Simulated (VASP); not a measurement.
Given:

```
CELL_PARAMETERS angstrom
      0.00000     1.95954     1.95954
      1.95954     0.00000     1.95954
      1.95954     1.95954     0.00000
ATOMIC_POSITIONS crystal
  Li 0.00000 0.00000 0.00000
  H  0.50000 0.50000 0.50000
```

Level of theory: optB88-vdW, VASP's PBE PAW potentials (set 64) (plane waves; VASP 6.6.1). Run with 520 eV cut-off, 11×11×11 Γ-centred mesh, Gaussian smearing of 0.050 eV, potentials Li_sv H.

Q: Predict the energy per atom (σ→0), pressure.

A: 
- energy per atom (σ→0) = -2.701 eV/atom
- pressure = 2.44 GPa

The absolute energy has meaning only against runs of the same code, potentials and settings.

The compound is LiH in the rock salt structure. This cell is one point of a volume scan, at 0.94 of the reference volume.
